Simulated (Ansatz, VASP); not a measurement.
This is a calculation of BC5 for Ansatz 0.2.0. The cell comes from a database or a generator and needn't be the stable form of this composition.

Contents of input.yaml:

```yaml
crystal:
  lattice:
    - [-1.2526, 3.862554, 1.867137]
    - [1.2526, -3.862554, 1.867137]
    - [1.2526, 3.862554, -1.867137]
  atoms:
    - { symbol: C, position: [0.825265, 0.825265, 0.0] }
    - { symbol: C, position: [0.210185, 0.041743, 0.168442] }
    - { symbol: C, position: [0.873301, 0.041743, 0.831558] }
    - { symbol: C, position: [0.45597, 0.783586, 0.672384] }
    - { symbol: C, position: [0.111202, 0.783586, 0.327616] }
    - { symbol: B, position: [0.524176, 0.024176, 0.5] }
hamiltonian:
  xc: pbe
  pseudopotentials: { kind: paw }
kpoints:
  mp_grid: { grid: [13, 13, 13] }
scf:
  occupations: { method: fermi_dirac, width: 0.05 }
output:
  forces: true
  stress: true
  eigenvalues: true
```

Potentials or basis: Ansatz PAW.

Launch:

```sh
$ ansatz run input.yaml --threads 2 --pin off --max-ram 5120MiB --backend cpu --events-out ev --progress --plain --runs-dir out
```

Q: What does the same run look like in VASP 6.6.1? Potentials or basis there: PBE PAW files B, C, 520 eV.

A: As run (cutoffs and basis follow the program's own potentials, and thresholds, step limits or extra output files can differ):

File INCAR:

```
ALGO = Normal
EDIFF = 1E-7
ENCUT = 520
GGA = PE
ISIF = 2
ISMEAR = -1
LASPH = True
LCHARG = False
LREAL = False
LWAVE = False
NBANDS = 20
NELM = 100
PREC = Accurate
SIGMA = 0.05
```

File KPOINTS:

```
k-points
0
Gamma
  13 13 13
```

Contents of POSCAR:

```
BC5
1.0
   -1.2526000000      3.8625540000      1.8671370000
    1.2526000000     -3.8625540000      1.8671370000
    1.2526000000      3.8625540000     -1.8671370000
C B
5 1
Direct
    0.8252650000      0.8252650000      0.0000000000
    0.2101850000      0.0417430000      0.1684420000
    0.8733010000      0.0417430000      0.8315580000
    0.4559700000      0.7835860000      0.6723840000
    0.1112020000      0.7835860000      0.3276160000
    0.5241760000      0.0241760000      0.5000000000
```

Potentials or basis: VASP PAW PBE potentials, release 64 (C, B).

Command:

```console
$ cat potpaw_PBE.64/C/POTCAR potpaw_PBE.64/B/POTCAR > POTCAR
$ mpirun -np 1 vasp_std > vasp.out
```

Both were run:

|  | Ansatz | VASP |
| --- | --- | --- |
| Pressure | -0.5 GPa | 0.0 GPa |

Ansatz's pressure holds a Pulay term of +0.87 GPa for its cutoff of 420 eV, which the other run lacks.

Where Ansatz's input types no cutoff or centring, it takes its own default and a Γ-centred mesh.

Pressure is positive in compression.
